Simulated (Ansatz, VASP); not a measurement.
# Al5W (Al5W (P6_322)) in two plane-wave programs, part 2 of 2

One calculation is typed for both programs; each brings its own data sets. How far apart do they land? The cell is taken from a series of runs on this material, whose earlier steps may have relaxed, scaled, displaced or heated it; both programs get it as it stands.

VASP 6.6.1 and Ansatz 0.2.0.

So far: Starting point; Ansatz: relaxation of cell and atoms, r2SCAN.

**3. VASP: relaxation of cell and atoms, r2SCAN**

Level of this step: r2SCAN; plane waves and PAW (Al, W) (VASP).

The same cell, functional, mesh and smearing now go to VASP, with its own data sets.

Lines of VASP's logs that name or quote its potential files are left out, and so is its time.

File INCAR:

```
SYSTEM = Al5W
PREC = Accurate
ENCUT = 660
EDIFF = 1E-07
NELM = 120
ISMEAR = -1
SIGMA = 0.05
LREAL = .FALSE.
ALGO = Normal
METAGGA = R2SCAN
LASPH = .TRUE.
NBANDS = 33
LORBIT = 11
LWAVE = .FALSE.
LCHARG = .FALSE.
ISIF = 3
IBRION = 2
NSW = 80
EDIFFG = -0.005
GGA_COMPAT = .FALSE.
NELMIN = 4
LMIXTAU = .TRUE.
KPAR = 2
```

File POSCAR:

```
Al5W
1.0
    4.8637100000      0.0000000000      0.0000000000
   -2.4318550000      4.2120960000      0.0000000000
    0.0000000000      0.0000000000      8.8321730000
Al W
10 2
Direct
    0.0000000000      0.0000000000      0.7500000283
    0.0000000000      0.0000000000      0.2499999717
    0.3333333333      0.6666666667      0.7500000283
    0.6666666667      0.3333333333      0.2499999717
    0.3374873932      0.3374875596      0.0000000000
    0.0000001664      0.3374875596      0.5000000566
    0.3374874324      0.0000000000      0.5000000566
    0.6625125676      0.0000000000      0.0000000000
    0.0000001579      0.6625126778      0.0000000000
    0.6625125199      0.6625126778      0.5000000566
    0.3333333333      0.6666666667      0.2499999717
    0.6666666667      0.3333333333      0.7500000283
```

File KPOINTS:

```
Automatic mesh
0
Gamma
9 9 5
0 0 0
```

The projector-augmented-wave data sets are Al and W (PBE family, release 64).

Run with:

```console
$ mpirun -np 2 vasp_std
```

Numbers of over 12 decimals in the logs are rounded to 6 here.

Output:

```text
[banner, memory and clock lines left out]
running    2 mpi-ranks, on    1 nodes
 distrk:  each k-point on    1 cores,    2 groups
 distr:  one band on    1 cores,    1 groups

 POSCAR found type information on POSCAR AlW
 POSCAR found :  2 types and      12 ions
|                                                                             |
|               ----> ADVICE to this user running VASP <----                  |
|                                                                             |
|     You enforced a specific xc type in the INCAR file but a different       |
|     [... a line on the potential file left out ...]
|     I HOPE YOU KNOW WHAT YOU ARE DOING!                                     |
|                                                                             |

 LDA part: xc-table for (None), standard interpolation
 POSCAR, INCAR and KPOINTS ok, starting setup
 FFT: planning ... GRIDC
 FFT: planning ... GRID_SOFT
 FFT: planning ... GRID
 WAVECAR not read
 entering main loop
       N       E                     dE             d eps       ncg     rms          rms(c)
DAV:   1    -0.150568280510E+02   -0.15057E+02   -0.19405E+04  2376   0.135E+03
DAV:   2    -0.163949439679E+03   -0.14889E+03   -0.13932E+03  2877   0.202E+02
DAV:   3    -0.174179924931E+03   -0.10230E+02   -0.98189E+01  3224   0.449E+01
DAV:   4    -0.174478868409E+03   -0.29894E+00   -0.29723E+00  3008   0.830E+00
DAV:   5    -0.174484507375E+03   -0.56390E-02   -0.56347E-02  3198   0.130E+00    0.257E+01
DAV:   6    -0.174250636028E+03    0.23387E+00   -0.24651E+00  3235   0.583E+00    0.133E+01
DAV:   7    -0.172489592043E+03    0.17610E+01   -0.22541E+00  2931   0.655E+00    0.567E+00
DAV:   8    -0.172509225754E+03   -0.19634E-01   -0.62459E-01  3329   0.436E+00    0.139E+00
DAV:   9    -0.172534697522E+03   -0.25472E-01   -0.41533E-02  2827   0.106E+00    0.706E-01
DAV:  10    -0.172532046815E+03    0.26507E-02   -0.58930E-03  2949   0.381E-01    0.381E-01
DAV:  11    -0.172528450543E+03    0.35963E-02   -0.30401E-03  3036   0.298E-01    0.137E-01
DAV:  12    -0.172528427833E+03    0.22710E-04   -0.14544E-03  3050   0.227E-01    0.890E-02
DAV:  13    -0.172528404998E+03    0.22835E-04   -0.31898E-04  2592   0.117E-01    0.312E-02
DAV:  14    -0.172528396450E+03    0.85476E-05   -0.79835E-05  3263   0.418E-02    0.154E-02
DAV:  15    -0.172528408228E+03   -0.11778E-04   -0.12412E-05  2756   0.195E-02    0.896E-03
DAV:  16    -0.172528406313E+03    0.19152E-05   -0.24507E-06  2838   0.997E-03    0.486E-03
DAV:  17    -0.172528408372E+03   -0.20586E-05   -0.56509E-07  2832   0.511E-03    0.380E-03
DAV:  18    -0.172528408039E+03    0.33263E-06   -0.41575E-08  1508   0.142E-03    0.275E-03
DAV:  19    -0.172528407895E+03    0.14414E-06   -0.47382E-08  1380   0.119E-03    0.149E-03
DAV:  20    -0.172528407855E+03    0.39899E-07   -0.13479E-08  1361   0.648E-04
   1 F= -.17252841E+03 E0= -.17252152E+03  d E =-.172528E+03
[...]
2 F= -.17252877E+03 E0= -.17252192E+03  d E =-.363047E-03
[...]
3 F= -.17252946E+03 E0= -.17252260E+03  d E =-.105487E-02
[...]
4 F= -.17252946E+03 E0= -.17252260E+03  d E =-.105443E-02
 curvature:  -0.27 expect dE=-0.230E-04 dE for cont linesearch -0.422E-10
 trial: gam= 0.02330 g(F)=  0.248E-04 g(S)=  0.605E-04 ort =-0.760E-06 (trialstep = 0.908E+00)
 search vector abs. value=  0.872E-04
 bond charge predicted
       N       E                     dE             d eps       ncg     rms          rms(c)
DAV:   1    -0.172529514746E+03   -0.52469E-04   -0.10389E-03  2698   0.146E-01    0.227E-02
DAV:   2    -0.172529503170E+03    0.11576E-04   -0.21693E-05  3092   0.228E-02    0.109E-02
DAV:   3    -0.172529501580E+03    0.15902E-05   -0.41281E-06  2975   0.979E-03    0.609E-03
DAV:   4    -0.172529500688E+03    0.89210E-06   -0.12300E-06  3200   0.538E-03    0.234E-03
DAV:   5    -0.172529500885E+03   -0.19657E-06   -0.23240E-07  2190   0.259E-03    0.194E-03
DAV:   6    -0.172529500963E+03   -0.78612E-07   -0.38164E-08  1329   0.116E-03
   5 F= -.17252950E+03 E0= -.17252263E+03  d E =-.386767E-04
 trial-energy change:   -0.000039  1 .order   -0.000042   -0.000077   -0.000007
 step:   1.0497(harm=  0.9997)  dis= 0.00048  next Energy=  -172.529502 (dE=-0.392E-04)
 reached required accuracy - stopping structural energy minimisation
```

Parts of OUTCAR (step 3):

```text
ion  position               nearest neighbor table
   1  0.000  0.000  0.750-   9 2.75  10 2.75   7 2.75   8 2.75   5 2.75   6 2.75   3 2.81  12 2.81
                            12 2.81   3 2.81  12 2.81   3 2.81
   2  0.000  0.000  0.250-   9 2.75   8 2.75   5 2.75  10 2.75   7 2.75   6 2.75  11 2.81   4 2.81
                            11 2.81   4 2.81   4 2.81  11 2.81
   3  0.333  0.667  0.750-   6 2.73   5 2.73   9 2.73  10 2.73   7 2.73   8 2.73  12 2.81   1 2.81
                             1 2.81  12 2.81   1 2.81  12 2.81
   4  0.667  0.333  0.250-   8 2.73   5 2.73   9 2.73   7 2.73   6 2.73  10 2.73  11 2.81   2 2.81
                             2 2.81  11 2.81   2 2.81  11 2.81
   5  0.337  0.337  0.000-   3 2.73  11 2.73   4 2.73  12 2.73   1 2.75   2 2.75   9 2.79   8 2.79
                             8 2.79   9 2.79   8 2.84   9 2.84
   6  0.000  0.337  0.500-   3 2.73  12 2.73  11 2.73   4 2.73   1 2.75   2 2.75  10 2.79   7 2.79
                             7 2.79  10 2.79   7 2.84  10 2.84
   7  0.337  0.000  0.500-   3 2.73  12 2.73  11 2.73   4 2.73   1 2.75   2 2.75   6 2.79  10 2.79
                            10 2.79   6 2.79   6 2.84  10 2.84
   8  0.663  0.000  0.000-   4 2.73  12 2.73  11 2.73   3 2.73   1 2.75   2 2.75   5 2.79   9 2.79
                             9 2.79   5 2.79   5 2.84   9 2.84
   9  0.000  0.663  0.000-   3 2.73  11 2.73   4 2.73  12 2.73   1 2.75   2 2.75   5 2.79   8 2.79
                             8 2.79   5 2.79   5 2.84   8 2.84
  10  0.663  0.663  0.500-   3 2.73  12 2.73  11 2.73   4 2.73   1 2.75   2 2.75   6 2.79   7 2.79
                             7 2.79   6 2.79   6 2.84   7 2.84
  11  0.333  0.667  0.250-   5 2.73   9 2.73   8 2.73   6 2.73  10 2.73   7 2.73   4 2.81   2 2.81
                             2 2.81   4 2.81   2 2.81   4 2.81
  12  0.667  0.333  0.750-   8 2.73   7 2.73   6 2.73   5 2.73   9 2.73  10 2.73   3 2.81   1 2.81
                             1 2.81   3 2.81   1 2.81   3 2.81

  LATTYP: Found a hexagonal cell.
 ALAT       =     4.8637100000
 C/A-ratio  =     1.8159333102

 Subroutine GETGRP returns: Found 12 space group operations
 (whereof  6 operations were pure point group operations)

The static configuration has the point symmetry D_3 .
 The point group associated with its full space group is D_6 .

 Found     36 irreducible k-points:

   k-points           NKPTS =     36   k-points in BZ     NKDIM =     36   number of bands    NBANDS=     33

   dimension x,y,z NGX =    42 NGY =   42 NGZ =   80
   dimension x,y,z NGXF=    84 NGYF=   84 NGZF=  160

   ENCUT  =  660.0 eV  48.51 Ry    6.96 a.u.  10.19 10.19 18.50*2*pi/ulx,y,z

   NELECT =      42.0000    total number of electrons

 k-points in reciprocal lattice and weights: Automatic mesh
   0.00000000  0.00000000  0.00000000       0.002
   0.11111111  0.00000000  0.00000000       0.015
   0.22222222  0.00000000  0.00000000       0.015
   0.33333333  0.00000000  0.00000000       0.015
   0.44444444  0.00000000  0.00000000       0.015
   0.11111111  0.11111111  0.00000000       0.015
   0.22222222  0.11111111  0.00000000       0.030
   0.33333333  0.11111111  0.00000000       0.030
   0.44444444  0.11111111  0.00000000       0.015
[...]
0.33333333  0.22222222  0.40000000       0.059
   0.33333333  0.33333333  0.40000000       0.010

 average (electrostatic) potential at core
       1 -74.6379       2 -74.6378       3 -74.4045       4 -74.4044       5 -74.6085
       6 -74.6084       7 -74.6084       8 -74.6085       9 -74.6085      10 -74.6084
      11 -42.0724      12 -42.0724

 E-fermi :   8.6499

 k-point     1 :       0.0000    0.0000    0.0000
  band No.  band energies     occupation
    ...
     20       7.7063      2.00000
     21       7.9099      2.00000
     22       7.9099      2.00000
     23       8.6245      1.24801
     24       8.6245      1.24800
     25       9.3631      0.00000
     26      10.1796      0.00000
     27      10.1796      0.00000
     28      10.5111      0.00000
     29      11.6009      0.00000
    ...

 k-point     2 :       0.1111    0.0000    0.0000
  band No.  band energies     occupation
    ...
     18       6.9241      2.00000
     19       7.1038      2.00000
     20       7.4126      2.00000
     21       7.9091      2.00000
     22       8.1016      1.99997
     23       8.7161      0.42008
     24       9.0264      0.00107
     25       9.7568      0.00000
     26      10.2792      0.00000
     27      10.3273      0.00000
    ...

 k-point     3 :       0.2222    0.0000    0.0000
  band No.  band energies     occupation
    ...
     17       6.8893      2.00000
     18       7.1309      2.00000
     19       7.4245      2.00000
     20       7.4625      2.00000
     21       7.8282      2.00000
     22       8.8738      0.02244
     23       9.1304      0.00013
     24      10.0011      0.00000
     25      10.1535      0.00000
     26      10.4925      0.00000
    ...

  Total       -0.0039432     -0.0039432      0.0079039     -0.0000000      0.0000000      0.0000000
  in kB       -0.0350258     -0.0350258      0.0702064     -0.0000000      0.0000000      0.0000000
  external PRESSURE =       0.0000516 kB  Pullay stress =       0.0000000 kB

  energy-cutoff  :      660.00
  volume of cell :      180.37
      direct lattice vectors                 reciprocal lattice vectors
     4.861068333 -0.000000000  0.000000000     0.205716096  0.118770255  0.000000000
    -2.430534166  4.209808250  0.000000000     0.000000000  0.237540510  0.000000000
     0.000000000  0.000000000  8.814132032     0.000000000  0.000000000  0.113454166

 POSITION                                       TOTAL-FORCE (eV/Angst)
 -----------------------------------------------------------------------------------
      0.00000      0.00000      6.61060        -0.000000     -0.000000     -0.000000
      0.00000      0.00000      2.20353        -0.000000      0.000000      0.000000
     -0.00000      2.80654      6.61060        -0.000000     -0.000000      0.000000
      2.43053      1.40327      2.20353        -0.000000      0.000000     -0.000000
      0.81999      1.42026      8.81413        -0.002298     -0.003980      0.000000
     -0.81999      1.42026      4.40707         0.002298     -0.003980      0.000000
      1.63997     -0.00000      4.40707        -0.004596      0.000000      0.000000
      3.22110     -0.00000      0.00000         0.004596     -0.000000     -0.000000
     -1.61055      2.78955      0.00000        -0.002298      0.003980      0.000000
      1.61055      2.78955      4.40707         0.002298      0.003980     -0.000000
     -0.00000      2.80654      2.20353        -0.000000      0.000000     -0.000000
      2.43053      1.40327      6.61060        -0.000000     -0.000000      0.000000
 -----------------------------------------------------------------------------------
    total drift:                               -0.000000      0.000058      0.000011

  FREE ENERGIE OF THE ION-ELECTRON SYSTEM (eV)
  ---------------------------------------------------
  free  energy   TOTEN  =      -172.5295009631 eV

  energy  without entropy=     -172.5157532779  energy(sigma->0) =     -172.52262712

 reached required accuracy - stopping structural energy minimisation

 total charge
# of ion       s       p       d       tot
------------------------------------------
    1        0.396   0.393   0.000   0.789
    2        0.396   0.393   0.000   0.789
    3        0.396   0.424   0.000   0.819
    4        0.396   0.424   0.000   0.819
    5        0.416   0.405   0.000   0.821
    6        0.416   0.405   0.000   0.821
    7        0.416   0.405   0.000   0.821
    8        0.416   0.405   0.000   0.821
    9        0.416   0.405   0.000   0.821
   10        0.416   0.405   0.000   0.821
   11        0.537   0.573   4.297   5.408
   12        0.537   0.573   4.297   5.408
--------------------------------------------------
tot          5.156   5.211   8.594  18.961

[... 3 further parts left out ...]
```

The data set W keeps the semicore shell frozen, which is cheaper and a little less accurate. The run keeps the 12 symmetry operations of its start, so it cannot find a distortion of lower symmetry.

**4. Comparison**

Known differences besides the potentials themselves: VASP keeps PBE cores, Ansatz makes them for the functional; the data sets hold 58 valence electrons in Ansatz (on its PAW soft_1 files) and 42 in VASP; the cutoff is 500 eV in Ansatz and 660 eV in VASP; Ansatz adds a Pulay correction to the stress that steers its cell, VASP none. Total energies have different zeros and are not compared.

The two programs side by side:

| quantity | Ansatz | VASP | difference |
| --- | --- | --- | --- |
| volume (Å³) | 181.19 | 180.37 | +0.45 % |
| edge a after relaxation, in the typed setting (Å) | 4.868 | 4.861 | +0.15 % |
| edge c after relaxation, in the typed setting (Å) | 8.828 | 8.814 | +0.15 % |

**5. Results**

```
difference in volume (relaxation of cell and atoms, r2SCAN) : 0.45 %
```

In words: The difference in volume is 0.45 % (relaxation of cell and atoms, r2SCAN), within the 1.2 % picked in this series as the mark of a large difference, as far as the stopping tolerances let one tell. The data sets hold unlike numbers of valence electrons (58 in Ansatz and 42 in VASP), so part of the differences comes from the potentials. How closely two codes agree says nothing of how well the functional describes the real material.

[Lines on the potential files, build, host, timing and source positions are cut from VASP's logs without a mark.]

[Logs are printed without paths, hosts, clocks, repeated set-up lines and the standing remarks that a program may print on its own settings, such as how far it seeks lower states.]

[Hosts, paths, dates, database ids (printed as entryN), source tags and the programs' standing remarks are cut or masked in the printed files.]
